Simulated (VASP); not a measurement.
A convergence study with VASP on Cu (fcc): a few settings are varied, all else stays as given below, so the limit is that of these other settings. The cell's lengths are 1 % over those of the tabulated start, so it is off equilibrium.

```yaml
crystal:
  lattice:
    - [0.00000, 1.82305, 1.82305]
    - [1.82305, 0.00000, 1.82305]
    - [1.82305, 1.82305, 0.00000]
  atoms:
    - { symbol: Cu, position: [0.00000, 0.00000, 0.00000] }
```

Calculation: PBEsol GGA, VASP's PBE PAW potentials (set 64) (plane waves; VASP). The last row used: ADDGRID = .TRUE., 500 eV cut-off, 19×19×19 Γ-centred mesh, first-order Methfessel-Paxton smearing of 0.10 eV, potentials Cu.

```csv
setting,E (eV/atom),pressure (GPa),plane waves
"ADDGRID = unset, ENCUT = 200, PREC = Low",-2.3053,-313.62,84
"ADDGRID = unset, ENCUT = 200, PREC = Normal",-2.3039,-313.59,84
"ADDGRID = .TRUE., ENCUT = 200, PREC = Normal",-2.3039,-313.51,84
"ADDGRID = .TRUE., ENCUT = 200, PREC = Accurate",-2.3001,-313.61,84
"ADDGRID = unset, ENCUT = 300, PREC = Low",-4.2849,-12.11,153
"ADDGRID = unset, ENCUT = 300, PREC = Normal",-4.2837,-11.86,153
"ADDGRID = .TRUE., ENCUT = 300, PREC = Normal",-4.2838,-11.92,153
"ADDGRID = .TRUE., ENCUT = 300, PREC = Accurate",-4.2837,-11.94,153
"ADDGRID = unset, ENCUT = 400, PREC = Low",(withheld),(withheld),229
"ADDGRID = unset, ENCUT = 400, PREC = Normal",-4.2845,-9.88,229
"ADDGRID = .TRUE., ENCUT = 400, PREC = Normal",-4.2845,-9.93,229
"ADDGRID = .TRUE., ENCUT = 400, PREC = Accurate",-4.2845,-9.92,229
"ADDGRID = unset, ENCUT = 500, PREC = Low",-4.2848,-9.48,331
"ADDGRID = unset, ENCUT = 500, PREC = Normal",-4.2837,(withheld),331
"ADDGRID = .TRUE., ENCUT = 500, PREC = Normal",-4.2837,-9.29,331
"ADDGRID = .TRUE., ENCUT = 500, PREC = Accurate",-4.2836,-9.29,331
```

Fill in the missing entries.

- ADDGRID = unset, ENCUT = 500, PREC = Normal, pressure (GPa): -9.24
- ADDGRID = unset, ENCUT = 400, PREC = Low, E (eV/atom): -4.2857
- ADDGRID = unset, ENCUT = 400, PREC = Low, pressure (GPa): -10.11

Left out are rungs that failed or repeat a setting and relaxations that didn't move; long series are thinned to 24 rows.

The compound is Cu in the fcc structure. The cell was not relaxed at this level.
